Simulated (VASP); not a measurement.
Given:

```
CELL_PARAMETERS angstrom
      0.00000     3.14696     3.14696
      3.14696     0.00000     3.14696
      3.14696     3.14696     0.00000
ATOMIC_POSITIONS crystal
  K  0.00000 0.00000 0.00000
  Cl 0.50000 0.50000 0.50000
```

Calculation: vdW-DF-cx, VASP's PBE PAW potentials (set 64) (plane waves; VASP). Run with 520 eV cut-off, Gaussian smearing of 0.050 eV, potentials K_sv Cl.

### Question
Give the energies of bands 6 to 11 at the high-symmetry points, in eV from the valence-band maximum.

### Answer

| band | Γ | X | U | L | W |
|---|---|---|---|---|---|
| 6 | 0.00 | -0.65 | -0.56 | -1.04 | -0.48 |
| 7 | 0.00 | -0.22 | -0.55 | -0.32 | -0.47 |
| 8 | 0.00 | -0.22 | -0.29 | -0.32 | -0.47 |
| 9 | 5.30 | 6.61 | 7.36 | 7.67 | 8.12 |
| 10 | 8.42 | 8.43 | 9.18 | 8.71 | 8.12 |
| 11 | 8.42 | 10.20 | 9.40 | 10.59 | 9.55 |

The gap is direct, 5.30 eV, from the valence maximum at Γ to the conduction minimum at Γ.

Measured: gap 8.50 eV (computed value off by -3.20 eV), as given by David Koller et al., Journal of Physics Condensed Matter (2013), arXiv:1304.4470.

The compound is KCl in the rock salt structure. It was relaxed first.
